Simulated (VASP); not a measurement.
The input files of a VASP run:

### POSCAR
```
ZrC
1
    0.0000000000     2.3360033741     2.3360033741
    2.3360033741    -0.0000000000     2.3360033741
    2.3360033741     2.3360033741     0.0000000000
Zr C
1 1
Direct
  0.0000000000   0.0000000000   0.0000000000
  0.5000000000   0.5000000000   0.5000000000
```

File KPOINTS:
```
Automatic
0
G
  13 13 13
0 0 0
```

**INCAR**
```
! general
SYSTEM =ZrC
PREC   =Accurate
ENCUT  =620
LREAL  =.FALSE.
LASPH  =.TRUE.   ! aspherical one-centre terms

! electronic loop
EDIFF  =1E-6
NELM   =100   ! most electronic steps
ALGO   =Normal   ! blocked Davidson
LMAXMIX=4   ! l cut-off of mixed one-centre charges

! smearing
ISMEAR =1
SIGMA  =0.1   ! width (eV)

! functional
GGA    =PS   ! PBEsol

! ions
IBRION =2
NSW    =40   ! most ionic steps
ISIF   =3   ! ions, shape and volume
EDIFFG =-0.02   ! ionic stop

! output
LWAVE  =.FALSE.
LCHARG =.FALSE.
```

POTCAR, in this order: Zr_sv C (PBE.64 set). Program: vasp_std.

Task: Translate this PBEsol calculation to Ansatz.

Result: One equivalent input (not run):
Ansatz 0.2 input:
```yaml
crystal:
  lattice:
    - [0.0000000, 2.3360034, 2.3360034]
    - [2.3360034, 0.0000000, 2.3360034]
    - [2.3360034, 2.3360034, 0.0000000]
  atoms:
    - { symbol: Zr, position: [0.0000000, 0.0000000, 0.0000000] }
    - { symbol: C, position: [0.5000000, 0.5000000, 0.5000000] }
kpoints:
  mp_grid: { grid: [13, 13, 13] }
hamiltonian:
  xc: pbesol
  pseudopotentials: { kind: paw }
scf:
  occupations: { method: methfessel_paxton, width: 0.1 }
  max_iter: 100
relax:
  max_steps: 40
  f_tol: 0.02
  cell: {}
output: { forces: true, stress: true, eigenvalues: true }
```
What does not carry over: each code has its own PAW files, so the cut-off isn't converted (ENCUT is set for VASP's; basis.ecutwfc is left out, and Ansatz then takes the one that its files recommend); Ansatz stops its SCF on the density residual and VASP on the energy change (EDIFF).

The compound is ZrC in the rock salt structure. It was relaxed first.
